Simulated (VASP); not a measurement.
Energy against volume of Pt₃Ti (L1_2). These are PW91 GGA, VASP's PBE PAW potentials (set 64) (plane waves; VASP) values and carry that method's errors. Run with 520 eV cut-off, 8×8×8 Γ-centred mesh, first-order Methfessel-Paxton smearing of 0.10 eV, potentials Ti_sv Pt.

| V (Å³/atom) | E (eV/atom) |
|---|---|
| 15.021 | -7.36657 |
| 15.486 | -7.37750 |
| 15.950 | -7.36814 |
| 16.415 | -7.34184 |

Task: Fit these four points and predict the energy of the run at 14.556 Å³/atom.

Result: A cubic in V^(−2/3), the third-order Birch-Murnaghan form, passes through the four points with V0 = 15.49 Å³/atom and B0 = 232 GPa, and gives -7.3313 eV/atom there. The run gave -7.3313 eV/atom, -0.1 meV/atom from the fit; all five points give B0 = 232 GPa.

The compound is Pt3Ti in the L1_2 structure. It was relaxed first.
